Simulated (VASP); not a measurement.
Elastic constants (GPa) of a crystal from PBE GGA, VASP's PBE PAW potentials (set 64) in VASP:

```json
[
 {"": "xx", "xx": "306.9", "yy": "154.8", "zz": "154.8", "yz": "0.0", "xz": "0.0", "xy": "0.0"},
 {"": "yy", "xx": "154.8", "yy": "306.9", "zz": "154.8", "yz": "0.0", "xz": "0.0", "xy": "0.0"},
 {"": "zz", "xx": "154.8", "yy": "154.8", "zz": "306.9", "yz": "0.0", "xz": "0.0", "xy": "0.0"},
 {"": "yz", "xx": "0.0", "yy": "0.0", "zz": "0.0", "yz": "124.5", "xz": "0.0", "xy": "0.0"},
 {"": "xz", "xx": "0.0", "yy": "0.0", "zz": "0.0", "yz": "0.0", "xz": "124.5", "xy": "0.0"},
 {"": "xy", "xx": "0.0", "yy": "0.0", "zz": "0.0", "yz": "0.0", "xz": "0.0", "xy": "124.5"}
]
```

Finite-difference elastic constants of metals are sensitive to mesh and smearing; shear constants can be off by tens of GPa.

Work out the Voigt, Reuss and Hill moduli, Young's modulus and Poisson's ratio.

All eigenvalues are positive (smallest 124.5 GPa), so the crystal is stable. K_V = (C11+C22+C33+2(C12+C13+C23))/9 = (920.7 + 2×464.4)/9 = 205.5 GPa; G_V = (920.7 − 464.4 + 3×373.5)/15 = 105.1 GPa. From the compliances, K_R = 205.5 GPa and G_R = 99.2 GPa. Hill: K = 205.5 GPa, G = 102.2 GPa, E = 9KG/(3K+G) = 262.9 GPa, ν = (3K−2G)/(2(3K+G)) = 0.287. K/G = 2.01, above Pugh's 1.75; universal anisotropy A^U = 0.30.

With a density of 7.86 g/cm³, what are the mean sound speeds?

v_l = √((K+4G/3)/ρ) = 6.59 km/s and v_t = √(G/ρ) = 3.60 km/s. The crystal is RuAl (CsCl type), cubic.

The compound is RuAl in the CsCl type structure. It was relaxed first. The electron count is odd and the run is not spin-polarised, which forces a metal.
